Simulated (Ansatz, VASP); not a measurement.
One calculation of MnZn, two programs

```xyz
2
Lattice="2.8927 0.0000 0.0000 0.0000 2.8927 0.0000 0.0000 0.0000 2.8927" Properties=species:S:1:pos:R:3 pbc="T T T"
Mn    0.0000    0.0000    0.0000
Zn    1.4463    1.4463    1.4463
```

Alike in both runs: functional LDA; k mesh 11 × 11 × 11; occupations fermi-dirac, width 0.05 eV; collinear spin.

Ansatz relaxed the structure, and its values are those at the end. VASP's run is a single point on that final structure, the one shown.

```csv
,VASP,Ansatz
version,VASP 6.6.1,Ansatz 0.2.0
potentials or method,"VASP PAW LDA potentials, release 64 (Mn_pv, Zn), cutoff 520 eV","all-electron LAPW, scalar-relativistic"
```

```csv
,VASP,Ansatz,Ansatz less VASP
pressure (GPa),0.4,0.0,-0.40
net moment per atom (μB),1.31,1.33,+0.015
size of the moment on the site where the two differ most (μB),2.58,2.62,+0.035
```

Site moments also hang on the region over which each program counts them. Ansatz ran all-electron here, so the differences hold the error of VASP's frozen core and of both bases.
